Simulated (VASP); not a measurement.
# TiGa11As12 (a cell with a defect): single point with PBEsol

Crystal: TiGa11As12 (a cell with a defect).

```xyz
24
Lattice="0.0000 8.4805 8.4805 5.6537 0.0000 5.6537 5.6537 5.6537 0.0000" Properties=species:S:1:pos:R:3 pbc="T T T"
Ti    0.0763    8.3938    8.4201
Ga    8.4585    2.8392    5.6604
Ga    2.8240    0.0486    2.8332
Ga    5.6136    2.8299    2.8358
Ga    0.0276    2.8437    2.8245
Ga    8.4719    5.6592    8.4896
Ga    2.8240    2.8495    5.6481
Ga    5.6830    5.6529    5.6414
Ga   11.2787   11.3174   11.3053
Ga    8.5284    8.4940   11.2652
Ga    2.8687    5.6291    8.4919
Ga    5.6719    8.4857    8.4796
As    1.3800    1.4169    1.3976
As    4.2227    4.2580    1.4005
As    4.2506    1.3959    4.2934
As    7.0775    4.2444    4.2180
As    1.3956    4.2573    4.2502
As    4.2800    7.0675    4.2143
As    4.2743    4.2348    7.0598
As    7.0770    7.0747    7.0613
As    1.5163    6.9919    6.9787
As    4.2424    9.9048    7.0845
As    4.2398    7.0967    9.9025
As    7.0672    9.9052    9.8984
```

| Quantity | Value |
| --- | --- |
| Program | VASP 6.6.1 |
| Task | single point |
| Functional | PBEsol |
| Potentials or basis | VASP PAW PBE potentials, release 64 (Ti_sv, Ga_d, As) |
| Cutoff | 350 eV |
| k mesh | 2 × 2 × 2 |
| Occupations | gaussian, width 0.03 eV |
| Spin | collinear spin, zero start |
| Starting moments | [0.0, 0.0, 0.0, 0.0, 0.0, 0.0, 0.0, 0.0, 0.0, 0.0, 0.0, 0.0, 0.0, 0.0, 0.0, 0.0, 0.0, 0.0, 0.0, 0.0, 0.0, 0.0, 0.0, 0.0] μB |
| Fixed moment | 0 μB |

| Item | Value |
| --- | --- |
| Largest force | 0.210 eV/Å |
| Net moment | 0.00 μB per cell |
| Valence electrons inside the program's atomic spheres | Ti 10.31; Ga 11.70, 11.69, 11.72, 11.71; As 2.88, 2.87, 2.85, 2.86, 2.90 |

Forces in eV/Å, atoms in the order of the input:
```
Ti  -0.001  0.014  0.041
Ga   0.014  0.001  0.001
Ga  -0.008 -0.005  0.000
Ga   0.011  0.005  0.000
Ga  -0.003 -0.017 -0.009
Ga   0.009 -0.001 -0.001
Ga   0.005 -0.004  0.015
Ga  -0.017  0.012  0.008
Ga   0.025 -0.016  0.005
Ga  -0.010 -0.003  0.014
Ga  -0.010  0.013 -0.017
Ga  -0.001 -0.002 -0.001
As  -0.108 -0.133 -0.110
As   0.130  0.127 -0.105
As   0.097 -0.102  0.089
As  -0.018  0.003  0.001
As   0.003 -0.005 -0.024
As  -0.007  0.001 -0.005
As  -0.002  0.000  0.006
As  -0.003  0.010  0.007
As  -0.101  0.083  0.085
As  -0.007  0.017 -0.012
As   0.000  0.008  0.007
As   0.004 -0.002  0.005
```

Run time: 4.3 min on 4 MPI ranks on Intel(R) Xeon(R) 6975P-C (Granite Rapids) (shared host), peak memory 0.53 GiB a rank.

Caveat: the k mesh is coarse (spacing up to 0.48 Å⁻¹), so the values aren't converged; the PAW data sets were made with another functional, which shifts forces and pressure a little; the total moment is fixed, so each spin has its own Fermi level.
